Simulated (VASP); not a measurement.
Level of theory: PBEsol GGA, VASP's PBE PAW potentials (set 64) (plane waves; VASP 6.6.1).

The input files of a VASP run:

File POSCAR:
```
Rh
1
    0.0000000000     1.8873668608     1.8873668608
    1.8873668608     0.0000000000     1.8873668608
    1.8873668608     1.8873668608     0.0000000000
Rh
1
Direct
  1.0000000000   1.0000000000   1.0000000000
```

INCAR:
```
SYSTEM = Rh
PREC = Accurate
ENCUT = 400
EDIFF = 1E-7
NELM = 100
ALGO = Normal
LREAL = .FALSE.
LASPH = .TRUE.
ISMEAR = 0
SIGMA = 0.05
GGA = PS
LMAXMIX = 4
LWAVE = .FALSE.
LCHARG = .FALSE.
LORBIT = 11
ICHARG = 11
```

### KPOINTS
```
k-points along high-symmetry lines
15
Line-mode
Reciprocal
  0.000000   0.000000   0.000000 ! GAMMA
  0.500000   0.000000   0.500000 ! X

  0.500000   0.000000   0.500000 ! X
  0.625000   0.250000   0.625000 ! U

  0.375000   0.375000   0.750000 ! K
  0.000000   0.000000   0.000000 ! GAMMA

  0.000000   0.000000   0.000000 ! GAMMA
  0.500000   0.500000   0.500000 ! L

  0.500000   0.500000   0.500000 ! L
  0.500000   0.250000   0.750000 ! W

  0.500000   0.250000   0.750000 ! W
  0.500000   0.000000   0.500000 ! X
```

POTCAR, in this order: Rh_pv (PBE.64 set). Program: vasp_std. Read from the step before: CHGCAR.

The resulting files:

File OUTCAR:
```
 ion  position               nearest neighbor table
   1  0.000  0.000  0.000-
  LATTYP: Found a face centered cubic cell.
 ALAT       =     3.7747337216
 Subroutine PRICEL returns:
 Original cell was already a primitive cell.
 Subroutine GETGRP returns: Found 48 space group operations
The static configuration has the point symmetry O_h .
The dynamic configuration has the point symmetry O_h .
 Subroutine INISYM returns: Found 48 space group operations
   k-points           NKPTS =     90   k-points in BZ     NKDIM =     90   number of bands    NBANDS=     11
   number of dos      NEDOS =    301   number of ions     NIONS =      1
   total plane-waves  NPLWV =   5832
   dimension x,y,z NGX =    18 NGY =   18 NGZ =   18
   dimension x,y,z NGXF=    36 NGYF=   36 NGZF=   36
   ions per type =               1
   PREC   = accura    normal or accurate (medium, high low for compatibility)
   ISTART =      0    job   : 0-new  1-cont  2-samecut
   ICHARG =     11    charge: 1-file 2-atom 10-const
   ISPIN  =      1    spin polarized calculation?
   LNONCOLLINEAR =      F non collinear calculations
   LSORBIT =      F    spin-orbit coupling
   INIWAV =      1    electr: 0-lowe 1-rand  2-diag
   ENCUT  =  400.0 eV  29.40 Ry    5.42 a.u.   4.35  4.35  4.35*2*pi/ulx,y,z
   NELM   =    100;   NELMIN=  2; NELMDL= -5     # of ELM steps
   EDIFF  = 0.1E-06   stopping-criterion for ELM
   LREAL  =      F    real-space projection
   NLSPLINE    = F    spline interpolate recip. space projectors
   LMAXMIX     =    4 max onsite mixed and CHGCAR
   VOSKOWN=      0    Vosko Wilk Nusair interpolation
   EDIFFG = 0.1E-05   stopping-criterion for IOM
   NSW    =      0    number of steps for IOM
   NBLOCK =      1;   KBLOCK =      1    inner block; outer block
   IBRION =     -1    ionic relax: 0-MD 1-quasi-New 2-CG
   NFREE  =      0    steps in history (QN), initial steepest desc. (CG)
   ISIF   =      2    stress and relaxation
   ISYM   =      2    0-nonsym 1-usesym 2-fastsym
   TEIN   =    0.0    initial temperature
   TEBEG  =    0.0;   TEEND  =   0.0 temperature during run
   SMASS  =  -3.00    Nose mass-parameter (am)
   PSTRESS=    0.0 pullay stress
   NELECT =      15.0000    total number of electrons
   EFERMI =   0.00;   METHOD = LEGACY
   ISMEAR =     0;   SIGMA  =   0.05  broadening in eV -4-tet -1-fermi 0-gaus
   IALGO  =     38    algorithm
   LDIAG  =      T    sub-space diagonalisation (order eigenvalues)
   IMIX   =      4    mixing-type and parameters
     AMIX     =   0.40;   BMIX     =  1.00
     AMIX_MAG =   1.60;   BMIX_MAG =  1.00
     AMIN     =   0.10
   GGA     = PS    functional components
   VOSKOWN =     0    Vosko Wilk Nusair interpolation
   LHFCALC =     F    Hartree Fock is set to
   LHFONE  =     F    Hartree Fock one center treatment
   AEXX    =    0.0000 exact exchange contribution
   IVDW    =     0    specifies the selected vdW correction
   LEPSILON=     F    determine dielectric tensor
   LRPA    =     F    only Hartree local field effects (RPA)
  energy-cutoff  :      400.00
  volume of cell :       13.45
      direct lattice vectors                 reciprocal lattice vectors
     0.000000000  1.887366861  1.887366861    -0.264919349  0.264919349  0.264919349
     1.887366861  0.000000000  1.887366861     0.264919349 -0.264919349  0.264919349
     1.887366861  1.887366861  0.000000000     0.264919349  0.264919349 -0.264919349
 k-point     1 :   0.0000 0.0000 0.0000  plane waves:     259
 k-point     2 :   0.0357 0.0000 0.0357  plane waves:     259
 k-point     3 :   0.0714 0.0000 0.0714  plane waves:     259
 k-point     4 :   0.1071 0.0000 0.1071  plane waves:     262
 k-point     5 :   0.1429 0.0000 0.1429  plane waves:     246
 k-point     6 :   0.1786 0.0000 0.1786  plane waves:     246
 k-point     7 :   0.2143 0.0000 0.2143  plane waves:     242
 k-point     8 :   0.2500 0.0000 0.2500  plane waves:     234
 k-point     9 :   0.2857 0.0000 0.2857  plane waves:     242
 k-point    10 :   0.3214 0.0000 0.3214  plane waves:     246
 k-point    11 :   0.3571 0.0000 0.3571  plane waves:     242
...
```

**OSZICAR**
```
       N       E                     dE             d eps       ncg     rms          rms(c)
DAV:   1     0.963461409075E+02    0.96346E+02   -0.82368E+03  2002   0.122E+03
DAV:   2    -0.701015172968E+01   -0.10336E+03   -0.98710E+02  2064   0.347E+02
DAV:   3    -0.820736617784E+01   -0.11972E+01   -0.11916E+01  2247   0.425E+01
DAV:   4    -0.821444898389E+01   -0.70828E-02   -0.70808E-02  2276   0.333E+00
DAV:   5    -0.821456963796E+01   -0.12065E-03   -0.12065E-03  2245   0.379E-01
DAV:   6    -0.821457271223E+01   -0.30743E-05   -0.30759E-05  2449   0.534E-02
DAV:   7    -0.821457279089E+01   -0.78654E-07   -0.77970E-07  2094   0.680E-03
   1 F= -.82145728E+01 E0= -.82127637E+01  d E =-.361816E-02
```

### OUTCAR
```
 val. band max:       12.5560870840   @ k =   0.3929   0.0000   0.3929

 cond. band min:      12.5630790278   @ k =   0.5000   0.3750   0.6250



 k-point     1 :       0.0000    0.0000    0.0000
  band No.  band energies     occupation
      1     -34.2076      2.00000
      2     -34.2076      2.00000
      3     -34.2076      2.00000
      4       3.9465      2.00000
      5       8.9619      2.00000
      6       8.9619      2.00000
      7       8.9619      2.00000
      8      11.1508      2.00000
      9      11.1508      2.00000
     10      28.0834      0.00000
     11      32.4820      0.00000

 k-point     2 :       0.0357    0.0000    0.0357
  band No.  band energies     occupation
      1     -34.2177      2.00000
      2     -34.2113      2.00000
      3     -34.2113      2.00000
      4       4.0172      2.00000
      5       8.9134      2.00000
      6       8.9984      2.00000
      7       8.9984      2.00000
      8      11.0989      2.00000
      9      11.1688      2.00000
     10      28.1903      0.00000
     11      32.4815      0.00000

 k-point     3 :       0.0714    0.0000    0.0714
  band No.  band energies     occupation
      1     -34.2473      2.00000
      2     -34.2222      2.00000
      3     -34.2222      2.00000
      4       4.2261      2.00000
      5       8.7728      2.00000
      6       9.1073      2.00000
      7       9.1073      2.00000
      8      10.9495      2.00000
      9      11.2219      2.00000
     10      28.5038      0.00000
     11      32.4757      0.00000

 k-point     4 :       0.1071    0.0000    0.1071
  band No.  band energies     occupation
      1     -34.2951      2.00000
      2     -34.2397      2.00000
      3     -34.2397      2.00000
      4       4.5617      2.00000
      5       8.5537      2.00000
      6       9.2872      2.00000
      7       9.2872      2.00000
      8      10.7213      2.00000
      9      11.3084      2.00000
     10      29.0038      0.00000
...
```

The density is held fixed in this step, so its total energy and stress have no physical meaning.

The compound is Rh in the fcc structure. It was relaxed first.
